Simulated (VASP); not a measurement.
# A VASP study of CdS (Greenockite) (PBE): structure first, properties next, part 4 of 5

Aim: relax CdS (Greenockite), then compute properties on the relaxed cell. The start is a cell from a database of measured crystal structures.

VASP 6.6.1; PBE; plane waves and PAW (Cd, S).

So far, gap on the k-mesh (eV): step 3 (relaxing cell and atoms (PBE)) 1.12; step 4 (second relaxation) 1.11; step 5 (density, ELF and potential (PBE)) 1.11; step 7 (total and projected DOS (PBE)) 1.11. The relaxed cell has a = 4.193, c = 6.831 Å (conventional setting).

## Step 8: Zone-centre phonons (PBE)

Zone-centre modes test whether the atoms sit at a minimum within this cell. IBRION = 8 takes the force constants from linear response, which needs tightly converged orbitals.

Contents of INCAR:

```
SYSTEM = CdS
PREC = Accurate
ENCUT = 400
EDIFF = 1E-08
NELM = 100
ISMEAR = 0
SIGMA = 0.05
LREAL = .FALSE.
ALGO = Normal
GGA = PE
NBANDS = 24
LORBIT = 11
LWAVE = .FALSE.
LCHARG = .FALSE.
KPAR = 4
IBRION = 8
LEPSILON = .TRUE.
ISIF = 2
```

Contents of POSCAR:

```
CdS
1.0
    4.1925876750      0.0000000000      0.0000000000
   -2.0962938375      3.6308874342      0.0000000000
    0.0000000000      0.0000000000      6.8310000015
Cd S
2 2
Direct
    0.6666666667      0.3333333333      0.9994667924
    0.3333333333      0.6666666667      0.4994667924
    0.6666666667      0.3333333333      0.3755332076
    0.3333333333      0.6666666667      0.8755332076
```

Contents of KPOINTS:

```
Automatic mesh
0
Gamma
12 12 7
0 0 0
```

PAW data sets: Cd and S (PBE family, release 64).

The run is started by

```bash
> mpirun -np 4 vasp_std
```

What it wrote:

```text
[... set-up lines as in an earlier step ...]
 entering main loop
       N       E                     dE             d eps       ncg     rms          rms(c)
DAV:   1     0.211909413597E+03    0.21191E+03   -0.15384E+04  3696   0.112E+03
DAV:   2    -0.279681112145E+01   -0.21471E+03   -0.20905E+03  4256   0.308E+02
DAV:   3    -0.132978847357E+02   -0.10501E+02   -0.10468E+02  4480   0.697E+01
DAV:   4    -0.133956294057E+02   -0.97745E-01   -0.97717E-01  4400   0.655E+00
DAV:   5    -0.133974450556E+02   -0.18156E-02   -0.18156E-02  4552   0.853E-01    0.104E+01
DAV:   6    -0.123142845607E+02    0.10832E+01   -0.22726E+00  4784   0.149E+01    0.837E+00
DAV:   7    -0.122964495909E+02    0.17835E-01   -0.73582E-01  4312   0.471E+00    0.397E+00
DAV:   8    -0.122944876715E+02    0.19619E-02   -0.90413E-02  4216   0.303E+00    0.481E-01
DAV:   9    -0.122926900835E+02    0.17976E-02   -0.17044E-02  4696   0.159E+00    0.138E-01
DAV:  10    -0.122929723478E+02   -0.28226E-03   -0.13690E-03  4272   0.354E-01    0.118E-01
DAV:  11    -0.122931040522E+02   -0.13170E-03   -0.22107E-04  4448   0.104E-01    0.957E-02
DAV:  12    -0.122931258736E+02   -0.21821E-04   -0.15610E-04  4000   0.745E-02    0.162E-02
DAV:  13    -0.122931259985E+02   -0.12492E-06   -0.12946E-05  4608   0.274E-02    0.809E-03
DAV:  14    -0.122931270796E+02   -0.10811E-05   -0.25112E-06  3968   0.129E-02    0.840E-03
DAV:  15    -0.122931267987E+02    0.28093E-06   -0.37944E-07  4608   0.304E-03    0.412E-03
DAV:  16    -0.122931267051E+02    0.93558E-07   -0.77699E-08  4040   0.144E-03    0.117E-03
DAV:  17    -0.122931267315E+02   -0.26324E-07   -0.53341E-09  3296   0.698E-04    0.601E-04
DAV:  18    -0.122931267712E+02   -0.39771E-07   -0.14091E-08  2992   0.754E-04    0.160E-04
DAV:  19    -0.122931267673E+02    0.39313E-08   -0.14066E-09  2232   0.264E-04
   1 F= -.12293127E+02 E0= -.12293127E+02  d E =-.499795E-15
 Linear response reoptimize wavefunctions to high precision
DAV:   1    -0.122931267638E+02    0.34679E-08   -0.11384E-10  2336   0.677E-05
DAV:   2    -0.122931267638E+02    0.72760E-10   -0.16891E-11  2112   0.250E-05
 Linear response G [H, r] |phi>, progress :
  Direction:   1
       N       E                     dE             d eps       ncg     rms
RMM:   1    -0.153129298406E+03   -0.15313E+03    0.12898E+02  6870   0.887E+01
RMM:   2    -0.148422088084E+03    0.47072E+01   -0.15085E+01  6066   0.223E+01
RMM:   3    -0.148588847589E+03   -0.16676E+00   -0.42857E-01  6117   0.340E+00
RMM:   4    -0.148593441001E+03   -0.45934E-02   -0.93856E-03  6392   0.476E-01
RMM:   5    -0.148593552062E+03   -0.11106E-03   -0.26667E-04  6559   0.893E-02
RMM:   6    -0.148593568070E+03   -0.16008E-04    0.88529E-06  6820   0.171E-02
RMM:   7    -0.148593570287E+03   -0.22171E-05    0.11711E-05  6899   0.412E-03
RMM:   8    -0.148593571323E+03   -0.10355E-05    0.45167E-05  6327   0.151E-03
RMM:   9    -0.148593571240E+03    0.82694E-07    0.76838E-05  5147   0.106E-03
RMM:  10    -0.148593571499E+03   -0.25872E-06    0.73746E-05  4525   0.949E-04
RMM:  11    -0.148593571461E+03    0.37986E-07    0.64383E-05  3768   0.946E-04
RMM:  12    -0.148593571722E+03   -0.26145E-06    0.68847E-05  3711   0.923E-04
RMM:  13    -0.148593571544E+03    0.17806E-06    0.63213E-05  3665   0.944E-04
 Linear response G [H, r] |phi>, progress :
  Direction:   2
       N       E                     dE             d eps       ncg     rms
RMM:   1    -0.163596282069E+03   -0.16360E+03    0.64187E+00  6742   0.875E+01
RMM:   2    -0.157746436446E+03    0.58498E+01   -0.14794E+01  6042   0.222E+01
RMM:   3    -0.157928476912E+03   -0.18204E+00   -0.39312E-01  6122   0.336E+00
RMM:   4    -0.157934193257E+03   -0.57163E-02   -0.89988E-03  6265   0.471E-01
RMM:   5    -0.157934377702E+03   -0.18444E-03   -0.34814E-04  6515   0.894E-02
RMM:   6    -0.157934387609E+03   -0.99073E-05   -0.16747E-05  6773   0.170E-02
RMM:   7    -0.157934388757E+03   -0.11485E-05   -0.49550E-06  6861   0.401E-03
RMM:   8    -0.157934388049E+03    0.70823E-06    0.23725E-05  6299   0.149E-03
RMM:   9    -0.157934388347E+03   -0.29771E-06    0.83299E-07  5103   0.105E-03
RMM:  10    -0.157934388160E+03    0.18639E-06   -0.10011E-06  4412   0.941E-04
RMM:  11    -0.157934388358E+03   -0.19783E-06   -0.61227E-07  3781   0.928E-04
RMM:  12    -0.157934388372E+03   -0.13636E-07   -0.11571E-05  3711   0.918E-04
RMM:  13    -0.157934388202E+03    0.16979E-06   -0.13210E-05  3644   0.932E-04
 Linear response G [H, r] |phi>, progress :
  Direction:   3
       N       E                     dE             d eps       ncg     rms
RMM:   1    -0.157585964916E+03   -0.15759E+03    0.63976E+01  6692   0.872E+01
RMM:   2    -0.153111593986E+03    0.44744E+01   -0.13985E+01  6060   0.216E+01
RMM:   3    -0.153293981733E+03   -0.18239E+00   -0.37038E-01  6051   0.328E+00
RMM:   4    -0.153300251412E+03   -0.62697E-02   -0.68952E-03  6231   0.466E-01
RMM:   5    -0.153300562153E+03   -0.31074E-03    0.10946E-04  6477   0.869E-02
RMM:   6    -0.153300610121E+03   -0.47969E-04    0.53457E-05  6628   0.171E-02
RMM:   7    -0.153300616638E+03   -0.65167E-05    0.63781E-04  6790   0.409E-03
RMM:   8    -0.153300619146E+03   -0.25081E-05   -0.42483E-05  6186   0.145E-03
RMM:   9    -0.153300616834E+03    0.23122E-05   -0.39240E-05  4891   0.945E-04
RMM:  10    -0.153300617378E+03   -0.54381E-06   -0.50544E-05  4266   0.826E-04
RMM:  11    -0.153300616988E+03    0.39004E-06   -0.47701E-05  3696   0.825E-04
RMM:  12    -0.153300617812E+03   -0.82376E-06   -0.49588E-05  3513   0.806E-04
RMM:  13    -0.153300618770E+03   -0.95812E-06   -0.62742E-05  3403   0.822E-04
 Linear response to external field (no local field effect), progress :
  Direction:   1
       N       E                     dE             d eps       ncg     rms          rms(c)
RMM:   1    -0.124869816929E+01   -0.12487E+01   -0.54945E+00  6736   0.388E+00
RMM:   2    -0.134445214581E+01   -0.95754E-01   -0.34491E-02  6141   0.785E-01
RMM:   3    -0.134596664047E+01   -0.15145E-02   -0.12776E-03  6175   0.104E-01
RMM:   4    -0.134603836552E+01   -0.71725E-04   -0.60058E-05  6317   0.199E-02
RMM:   5    -0.134604088842E+01   -0.25229E-05   -0.57169E-06  6376   0.369E-03
RMM:   6    -0.134604101925E+01   -0.13083E-06   -0.81931E-07  5812   0.810E-04
RMM:   7    -0.134604099356E+01    0.25692E-07   -0.18115E-07  4070   0.197E-04
RMM:   8    -0.134604098235E+01    0.11204E-07    0.16441E-07  3231   0.821E-05
RMM:   9    -0.134604098175E+01    0.60584E-09    0.40024E-07  3033   0.630E-05
RMM:  10    -0.134604097733E+01    0.44175E-08   -0.18477E-07  2913   0.596E-05
RMM:  11    -0.134604097620E+01    0.11303E-08    0.75808E-08  2885   0.596E-05
[...]
RMM:  10    -0.157326022088E+01   -0.21429E-04    0.25942E-06 23107   0.127E-03    0.159E-04
RMM:  11    -0.157325960607E+01    0.61481E-06   -0.13827E-06 22192   0.319E-04    0.661E-05
RMM:  12    -0.157325754624E+01    0.20598E-05   -0.21267E-07 18496   0.161E-04    0.388E-05
RMM:  13    -0.157325655847E+01    0.98777E-06   -0.26290E-07 12722   0.601E-05    0.585E-06
 change of polarisation eV/A/(eV/A) component  2 :    -0.396     2.917     0.000
 dielectric tensor                  component  2 :    -0.690     6.076     0.000
 Linear response to external field, progress :
  Direction:   3
       N       E                     dE             d eps       ncg     rms          rms(c)
RMM:   1    -0.149213487973E+01   -0.14921E+01   -0.69721E+00  6543   0.391E+00
RMM:   2    -0.158127550006E+01   -0.89141E-01   -0.38107E-02  6072   0.784E-01    0.229E+00
RMM:   3    -0.151243068365E+01    0.68845E-01   -0.10625E-01  5937   0.124E+00    0.121E+00
RMM:   4    -0.155451786143E+01   -0.42087E-01   -0.76654E-02  6034   0.113E+00    0.320E-01
RMM:   5    -0.159031192607E+01   -0.35794E-01   -0.40162E-03  5882   0.332E-01    0.549E-02
RMM:   6    -0.159700911380E+01   -0.66972E-02   -0.45672E-04  5756   0.920E-02    0.259E-02
RMM:   7    -0.159862601883E+01   -0.16169E-02   -0.42187E-05  6063   0.294E-02    0.568E-03
RMM:   8    -0.159910328585E+01   -0.47727E-03    0.30487E-06  5734   0.105E-02    0.281E-03
RMM:   9    -0.159918302415E+01   -0.79738E-04    0.46593E-06  6023   0.365E-03    0.872E-04
RMM:  10    -0.159920252906E+01   -0.19505E-04    0.56813E-06  6086   0.134E-03    0.285E-04
RMM:  11    -0.159920067232E+01    0.18567E-05   -0.50546E-07  6154   0.428E-04    0.705E-05
RMM:  12    -0.159919864119E+01    0.20311E-05    0.13999E-06  5249   0.194E-04    0.318E-05
RMM:  13    -0.159919796671E+01    0.67449E-06   -0.13520E-07  3391   0.585E-05    0.724E-06
 change of polarisation eV/A/(eV/A) component  3 :    -0.312    -0.304     2.968
 dielectric tensor                  component  3 :    -0.543    -0.529     6.164
 Linear response DOF=           4
 Linear response progress:
  Degree of freedom:   1/  4
       N       E                     dE             d eps       ncg     rms          rms(c)
RMM:   1    -0.432992762598E+00   -0.43299E+00   -0.22942E-01 41752   0.299E+00
RMM:   2    -0.432721270971E+00    0.27149E-03   -0.21556E-03 37104   0.316E-01    0.139E-01
RMM:   3    -0.432258910096E+00    0.46236E-03   -0.60989E-05 41445   0.507E-02    0.801E-02
RMM:   4    -0.431692052214E+00    0.56686E-03   -0.34311E-05 40312   0.392E-02    0.885E-03
RMM:   5    -0.431656279267E+00    0.35773E-04   -0.80447E-07 36666   0.551E-03    0.312E-03
RMM:   6    -0.431673672222E+00   -0.17393E-04   -0.49123E-07 40751   0.412E-03    0.728E-04
RMM:   7    -0.431673956889E+00   -0.28467E-06   -0.37861E-08 42164   0.127E-03    0.375E-04
RMM:   8    -0.431674798252E+00   -0.84136E-06    0.10604E-08 41342   0.540E-04    0.675E-05
RMM:   9    -0.431674166725E+00    0.63153E-06    0.47318E-09 40162   0.123E-04    0.113E-05
RMM:  10    -0.431674149306E+00    0.17418E-07    0.13355E-08 42790   0.264E-05    0.511E-06
RMM:  11    -0.431674151509E+00   -0.22030E-08    0.58081E-09 41220   0.153E-05    0.302E-06
 first order change of Fermi-energy   0.37285E-05
 force on displaced ion       1 direction 1 :  -4.439   0.000  -0.000
 Born effective charge ion    1 direction 1 :   2.180  -0.000  -0.000
 Linear response progress:
  Degree of freedom:   2/  4
       N       E                     dE             d eps       ncg     rms          rms(c)
RMM:   1    -0.443354851333E+00   -0.44335E+00   -0.22930E-01  9259   0.300E+00
RMM:   2    -0.442609950534E+00    0.74490E-03   -0.23447E-03  8251   0.328E-01    0.152E-01
RMM:   3    -0.442017105346E+00    0.59285E-03   -0.13629E-04  9399   0.591E-02    0.826E-02
RMM:   4    -0.441440258074E+00    0.57685E-03   -0.89468E-05  9336   0.423E-02    0.251E-02
RMM:   5    -0.441265544662E+00    0.17471E-03   -0.24470E-05  9317   0.196E-02    0.989E-03
RMM:   6    -0.441292788536E+00   -0.27244E-04   -0.29867E-06  8873   0.786E-03    0.327E-03
RMM:   7    -0.441303399276E+00   -0.10611E-04   -0.74879E-07  9029   0.281E-03    0.580E-04
RMM:   8    -0.441305467716E+00   -0.20684E-05    0.11006E-07  9014   0.720E-04    0.240E-04
RMM:   9    -0.441305351793E+00    0.11592E-06   -0.82243E-08  8775   0.511E-04    0.825E-05
RMM:  10    -0.441305402175E+00   -0.50383E-07   -0.58726E-09  8947   0.155E-04    0.268E-05
RMM:  11    -0.441305562626E+00   -0.16045E-06   -0.92003E-09  9381   0.517E-05    0.846E-06
RMM:  12    -0.441305586137E+00   -0.23511E-07   -0.87167E-09  9226   0.213E-05    0.628E-06
RMM:  13    -0.441305606555E+00   -0.20418E-07   -0.14095E-09  8972   0.774E-06    0.130E-06
RMM:  14    -0.441305606118E+00    0.43639E-09   -0.29909E-09  7143   0.550E-06    0.263E-07
 first order change of Fermi-energy   0.39540E+00
 force on displaced ion       1 direction 3 :   0.000   0.000  -5.971
 Born effective charge ion    1 direction 3 :   0.000  -0.000   2.270
 Linear response progress:
  Degree of freedom:   3/  4
       N       E                     dE             d eps       ncg     rms          rms(c)
RMM:   1    -0.108618387392E+00   -0.10862E+00    0.36522E-02 59405   0.159E+00
RMM:   2    -0.107199525036E+00    0.14189E-02   -0.29241E-03 37672   0.310E-01    0.151E-01
RMM:   3    -0.107501439070E+00   -0.30191E-03   -0.14045E-04 39585   0.633E-02    0.809E-02
RMM:   4    -0.107897874768E+00   -0.39644E-03   -0.94413E-05 40566   0.452E-02    0.147E-02
RMM:   5    -0.107894130611E+00    0.37442E-05   -0.40972E-06 41482   0.109E-02    0.640E-03
RMM:   6    -0.107888621277E+00    0.55093E-05   -0.96932E-08 42284   0.212E-03    0.379E-03
RMM:   7    -0.107904830885E+00   -0.16210E-04   -0.19677E-07 38636   0.194E-03    0.602E-04
RMM:   8    -0.107902307530E+00    0.25234E-05    0.14753E-07 42623   0.486E-04    0.136E-04
RMM:   9    -0.107900870761E+00    0.14368E-05    0.37870E-08 40330   0.224E-04    0.603E-05
RMM:  10    -0.107901547963E+00   -0.67720E-06   -0.68218E-08 39130   0.723E-05    0.384E-05
RMM:  11    -0.107901685240E+00   -0.13728E-06    0.28052E-09 38736   0.364E-05    0.983E-06
RMM:  12    -0.107901607130E+00    0.78110E-07    0.13875E-08 39546   0.122E-05    0.270E-06
RMM:  13    -0.107901611511E+00   -0.43810E-08   -0.28415E-08 35830   0.621E-06    0.614E-07
 first order change of Fermi-energy  -0.14465E-04
 force on displaced ion       3 direction 1 :  -5.030  -0.000   0.000
 Born effective charge ion    3 direction 1 :  -2.180   0.000   0.000
 Linear response progress:
  Degree of freedom:   4/  4
       N       E                     dE             d eps       ncg     rms          rms(c)
RMM:   1    -0.122719772925E+00   -0.12272E+00    0.38260E-02 13264   0.160E+00
RMM:   2    -0.120749402824E+00    0.19704E-02   -0.32977E-03  8287   0.341E-01    0.184E-01
RMM:   3    -0.120976010314E+00   -0.22661E-03   -0.21847E-04  8769   0.693E-02    0.975E-02
RMM:   4    -0.121241746060E+00   -0.26574E-03   -0.10870E-04  8956   0.442E-02    0.231E-02
RMM:   5    -0.121229838397E+00    0.11908E-04   -0.77505E-06  9037   0.140E-02    0.707E-03
RMM:   6    -0.121227311194E+00    0.25272E-05   -0.25576E-07  9052   0.266E-03    0.406E-03
RMM:   7    -0.121231823181E+00   -0.45120E-05   -0.10254E-07  9119   0.179E-03    0.792E-04
RMM:   8    -0.121232218572E+00   -0.39539E-06    0.36162E-07  9346   0.448E-04    0.206E-04
RMM:   9    -0.121232640277E+00   -0.42171E-06   -0.40768E-08  8839   0.249E-04    0.599E-05
RMM:  10    -0.121232313843E+00    0.32643E-06    0.81590E-09  9411   0.727E-05    0.190E-05
RMM:  11    -0.121232361660E+00   -0.47817E-07   -0.43964E-08  9259   0.292E-05    0.648E-06
RMM:  12    -0.121232400235E+00   -0.38575E-07    0.22527E-08  8512   0.150E-05    0.287E-06
RMM:  13    -0.121232394081E+00    0.61543E-08    0.23208E-08  8474   0.761E-06    0.694E-07
 first order change of Fermi-energy  -0.39559E+00
 force on displaced ion       3 direction 3 :  -0.000  -0.000  -6.819
 Born effective charge ion    3 direction 3 :   0.000   0.000  -2.270
 Born effective charges drift removed
 Linear response finished
```

Wall time 26 min (4 MPI ranks of AMD EPYC 7R43, shared host); peak memory 6.5 GiB; 1.7 h of CPU time.

(Part 4 of 5 ends here.)

[Lines on the potential files, build, host, timing and source positions are cut from VASP's logs without a mark.]

[Logs are printed without paths, hosts, clocks, repeated set-up lines and the standing remarks that a program may print on its own settings, such as how far it seeks lower states.]

[Hosts, paths, dates, database ids (printed as entryN), source tags and the programs' standing remarks are cut or masked in the printed files.]

[A measured line is paired with the nearest computed mode of its activity, which favours agreement.]
